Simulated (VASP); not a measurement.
All values below come from PBE GGA, VASP's PBE PAW potentials (set 64) (plane waves; VASP).

The input files of a VASP run:

POSCAR:
```
Be3HgTe4
1
    5.9194070475     0.0000000000     0.0000000000
    0.0000000000     5.9194070475     0.0000000000
    0.0000000000     0.0000000000     5.9194070475
Hg Te Be
1 4 3
Direct
  0.0000000000   0.0000000000   0.0000000000
  0.2701350042   0.2701350042   0.2701350042
  0.7298649958   0.7298649958   0.2701350042
  0.7298649958   0.2701350042   0.7298649958
  0.2701350042   0.7298649958   0.7298649958
  0.5000000000   0.5000000000   0.0000000000
  0.5000000000   0.0000000000   0.5000000000
  0.0000000000   0.5000000000   0.5000000000
```

File KPOINTS:
```
k-points along high-symmetry lines
15
Line-mode
Reciprocal
  0.000000   0.000000   0.000000 ! GAMMA
  0.000000   0.500000   0.000000 ! X

  0.000000   0.500000   0.000000 ! X
  0.500000   0.500000   0.000000 ! M

  0.500000   0.500000   0.000000 ! M
  0.000000   0.000000   0.000000 ! GAMMA

  0.000000   0.000000   0.000000 ! GAMMA
  0.500000   0.500000   0.500000 ! R

  0.500000   0.500000   0.500000 ! R
  0.000000   0.500000   0.000000 ! X

  0.500000   0.500000   0.500000 ! R
  0.500000   0.500000   0.000000 ! M
```

**INCAR**
```
SYSTEM = Be3HgTe4
PREC = Accurate
ENCUT = 400
EDIFF = 1E-6
NELM = 100
ALGO = Normal
LREAL = .FALSE.
LASPH = .TRUE.
ISMEAR = 0
SIGMA = 0.05
GGA = PE
LMAXMIX = 6
LWAVE = .FALSE.
LCHARG = .FALSE.
ICHARG = 11
```

POTCAR, in this order: Hg Te Be (PBE.64 set). Program: vasp_std. Read from the step before: CHGCAR.

What VASP printed:

### OSZICAR
```
       N       E                     dE             d eps       ncg     rms          rms(c)
DAV:   1     0.188317104523E+03    0.18832E+03   -0.14488E+04  4680   0.108E+03
DAV:   2    -0.113137975266E+02   -0.19963E+03   -0.19547E+03  5672   0.223E+02
DAV:   3    -0.244799274624E+02   -0.13166E+02   -0.13066E+02  6056   0.618E+01
DAV:   4    -0.247227822615E+02   -0.24285E+00   -0.24257E+00  6374   0.821E+00
DAV:   5    -0.247261648866E+02   -0.33826E-02   -0.33807E-02  6080   0.998E-01
DAV:   6    -0.247262456083E+02   -0.80722E-04   -0.80717E-04  6498   0.142E-01
DAV:   7    -0.247262479395E+02   -0.23312E-05   -0.23312E-05  6034   0.219E-02
DAV:   8    -0.247262480389E+02   -0.99460E-07   -0.99473E-07  4834   0.426E-03
   1 F= -.24726248E+02 E0= -.24726248E+02  d E =-.407007E-12
```

**OUTCAR**
```
 val. band max:        4.1564742303   @ k =   0.0000   0.0000   0.0000

 cond. band min:       5.1514100374   @ k =   0.0000   0.0000   0.0000



 k-point     1 :       0.0000    0.0000    0.0000
  band No.  band energies     occupation
      1      -7.8704      2.00000
      2      -6.4410      2.00000
      3      -6.4410      2.00000
      4      -6.4410      2.00000
      5      -2.5230      2.00000
      6      -2.5230      2.00000
      7      -2.4750      2.00000
      8      -2.4750      2.00000
      9      -2.4750      2.00000
     10      -1.3358      2.00000
     11      -0.5837      2.00000
     12      -0.5837      2.00000
     13       1.5967      2.00000
     14       1.5967      2.00000
     15       1.5967      2.00000
     16       1.7015      2.00000
     17       1.7015      2.00000
     18       1.7015      2.00000
     19       4.1565      2.00000
     20       4.1565      2.00000
     21       4.1565      2.00000
     22       5.1514      0.00000
     23       6.3449      0.00000
     24       6.3449      0.00000
     25       6.3449      0.00000
     26       6.4241      0.00000

 k-point     2 :       0.0000    0.0357    0.0000
  band No.  band energies     occupation
      1      -7.8671      2.00000
      2      -6.4469      2.00000
      3      -6.4409      2.00000
      4      -6.4409      2.00000
      5      -2.5252      2.00000
      6      -2.5224      2.00000
      7      -2.4761      2.00000
      8      -2.4747      2.00000
      9      -2.4747      2.00000
     10      -1.3262      2.00000
     11      -0.5829      2.00000
     12      -0.5751      2.00000
     13       1.5876      2.00000
     14       1.5876      2.00000
     15       1.5911      2.00000
     16       1.6878      2.00000
     17       1.7080      2.00000
     18       1.7080      2.00000
     19       4.1090      2.00000
     20       4.1484      2.00000
     21       4.1484      2.00000
     22       5.1895      0.00000
     23       6.3269      0.00000
...
```

The density is held fixed in this step, so its total energy and stress have no physical meaning. Unless said otherwise, spin-orbit coupling is left out, though it shifts the bands of the heavy elements here.

The structure was generated: Be3HgTe4 was put into an ordered model structure (P-43m), which need not be its known phase. It was relaxed first.
